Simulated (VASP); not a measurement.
Here is the system:

```
Re
1.0
    2.74626     0.00000     0.00000
   -1.37313     2.37833     0.00000
    0.00000     0.00000     4.44271
Re
2
Direct
  0.33333   0.66667   0.25000
  0.66667   0.33333   0.75000
```

The numbers are results of PBE GGA, VASP's PBE PAW potentials (set 64) (plane waves; VASP), not measurements. Numerical set-up: 300 eV cut-off, 14×14×8 Γ-centred mesh, Gaussian smearing of 0.14 eV, potentials Re.

At this cut-off the stress carries a Pulay error, which pulls relaxed volumes low.

**Question.** Give the stress tensor in GPa (positive for a compressed cell).

**Answer.** 
```
9.54  0.00  0.00
0.00  9.54  0.00
0.00  0.00  9.38
```
The pressure is its mean diagonal, 9.49 GPa.

The structure comes from a computed database's Re entry; how it stands against other phases isn't given here. The cell was not relaxed at this level.
